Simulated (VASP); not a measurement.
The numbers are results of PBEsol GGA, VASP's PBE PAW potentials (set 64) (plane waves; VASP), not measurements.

The input files of a VASP run:

### INCAR
```
SYSTEM  =  FeAl(110) slab
PREC  =  Normal; ENCUT  =  400; LREAL  =  F
LASPH  =  T
EDIFF  =  1E-5; NELM  =  100; NELMIN  =  4
ALGO  =  Normal; LMAXMIX  =  4
ISMEAR  =  1; SIGMA  =  0.1
GGA  =  PS
IBRION  =  2; NSW  =  50; ISIF  =  2
EDIFFG  =  -0.03
LWAVE  =  T; LCHARG  =  F
DIPOL  =  0.5 0.5 0.5
LDIPOL  =  T; IDIPOL  =  3
```

File POSCAR:
```
FeAl(110) slab
1
    2.8400422482     0.0000000000     0.0000000000
    0.0000000000     4.0164258098     0.0000000000
    0.0000000000     0.0000000000    24.6804590205
Al Fe
5 5
Direct
  0.5000000000   0.0000000000   0.3372630000
  0.5000000000   0.5000000000   0.4186310000
  0.5000000000   0.0000000000   0.5000000000
  0.5000000000   0.5000000000   0.5813690000
  0.5000000000   0.0000000000   0.6627370000
  0.0000000000   0.5000000000   0.3372630000
  0.0000000000   0.0000000000   0.4186310000
  0.0000000000   0.5000000000   0.5000000000
  0.0000000000   0.0000000000   0.5813690000
  0.0000000000   0.5000000000   0.6627370000
```

### KPOINTS
```
kpoints
0
G
 10 7 1
```

POTCAR, in this order: Al Fe (PBE.64 set). Program: vasp_std.

**Question.** What will the output report for the number of irreducible k-points (NKPTS), largest plane-wave count, number of space-group operations, FFT grid (NGX, NGY, NGZ)?

**Answer.** 
- number of irreducible k-points (NKPTS) = 24
- largest plane-wave count = 5162
- number of space-group operations = 8
- FFT grid (NGX, NGY, NGZ) = 14 × 20 × 126

The cell is a thin slab with vacuum, built from FeAl (CsCl type): (110) face. The run is not spin-polarised, so no magnetic state was tried.
